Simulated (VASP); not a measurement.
Level of theory: LDA (Ceperley-Alder, Perdew-Zunger), VASP's LDA PAW potentials (set 64) (plane waves; VASP).

The input files of a VASP run:

### KPOINTS
```
k-points along high-symmetry lines
15
Line-mode
Reciprocal
  0.000000   0.000000   0.000000 ! GAMMA
 -0.500000  -0.500000   0.000000 ! X

 -0.500000  -0.500000   0.000000 ! X
 -0.375000  -0.375000   0.250000 ! U

 -0.375000  -0.000000   0.375000 ! K
  0.000000   0.000000   0.000000 ! GAMMA

  0.000000   0.000000   0.000000 ! GAMMA
 -0.000000  -0.000000   0.500000 ! L

 -0.000000  -0.000000   0.500000 ! L
 -0.500000  -0.250000   0.250000 ! W

 -0.500000  -0.250000   0.250000 ! W
 -0.500000  -0.500000   0.000000 ! X
```

### INCAR
```
# general
SYSTEM = BN
PREC   = Accurate
ENCUT  = 520
LREAL  = F   # projection in real space or not
LASPH  = T
ICHARG = 11

# electronic loop
EDIFF  = 1E-7
NELM   = 100
ALGO   = Normal   # blocked Davidson

# smearing
ISMEAR = 0
SIGMA  = 0.05

# output
LWAVE  = F
LCHARG = F
LORBIT = 11   # lm-projected
```

### POSCAR
```
BN
2.5339850
  0.0000000000   0.7071067777   0.7071067777
  0.7071067777   0.0000000000   0.7071067777
  0.7071067777   0.7071067777   0.0000000000
B N
1 1
Cartesian
  0.0000000000   0.0000000000   0.0000000000
  0.3535533889   0.3535533889   0.3535533889
```

POTCAR, in this order: B N (LDA.64 set). Program: vasp_std. Read from the step before: CHGCAR.

The run wrote:

**OSZICAR**
```
       N       E                     dE             d eps       ncg     rms          rms(c)
DAV:   1     0.799567033056E+01    0.79957E+01   -0.51746E+03  1504   0.977E+02
DAV:   2    -0.172799652617E+02   -0.25276E+02   -0.23394E+02  1976   0.143E+02
DAV:   3    -0.173878079158E+02   -0.10784E+00   -0.10784E+00  1704   0.118E+01
DAV:   4    -0.173878838354E+02   -0.75920E-04   -0.75920E-04  1960   0.282E-01
DAV:   5    -0.173878838987E+02   -0.63331E-07   -0.63331E-07  1624   0.481E-03
DAV:   6    -0.173878838988E+02   -0.91291E-10   -0.91389E-10  1944   0.145E-04
   1 F= -.17387884E+02 E0= -.17387884E+02  d E =-.272348E-17
```

**OUTCAR**
```
 val. band max:        7.7202095583   @ k =   0.0000   0.0000   0.0000

 cond. band min:      12.0941134850   @ k =  -0.5000  -0.5000   0.0000



 k-point     1 :       0.0000    0.0000    0.0000
  band No.  band energies     occupation
      1     -12.6490      2.00000
      2       7.7202      2.00000
      3       7.7202      2.00000
      4       7.7202      2.00000
      5      16.5264      0.00000
      6      16.5264      0.00000
      7      16.5264      0.00000
      8      18.5880      0.00000

 k-point     2 :      -0.0357   -0.0357    0.0000
  band No.  band energies     occupation
      1     -12.6065      2.00000
      2       7.6065      2.00000
      3       7.6065      2.00000
      4       7.6095      2.00000
      5      16.4581      0.00000
      6      16.6752      0.00000
      7      16.6752      0.00000
      8      18.7134      0.00000

 k-point     3 :      -0.0714   -0.0714    0.0000
  band No.  band energies     occupation
      1     -12.4792      2.00000
      2       7.2902      2.00000
      3       7.2902      2.00000
      4       7.2909      2.00000
      5      16.2777      0.00000
      6      17.0959      0.00000
      7      17.0959      0.00000
      8      19.0418      0.00000

 k-point     4 :      -0.1071   -0.1071    0.0000
  band No.  band energies     occupation
      1     -12.2683      2.00000
      2       6.7978      2.00000
      3       6.8297      2.00000
      4       6.8297      2.00000
      5      16.0234      0.00000
      6      17.7284      0.00000
      7      17.7284      0.00000
      8      19.4691      0.00000

 k-point     5 :      -0.1429   -0.1429    0.0000
  band No.  band energies     occupation
      1     -11.9750      2.00000
      2       6.1694      2.00000
      3       6.2874      2.00000
      4       6.2874      2.00000
      5      15.7149      0.00000
      6      18.5084      0.00000
      7      18.5084      0.00000
      8      19.8660      0.00000
...
```

The density is held fixed in this step, so its total energy and stress have no physical meaning.

The compound is BN in the zinc blende structure. It was relaxed first.
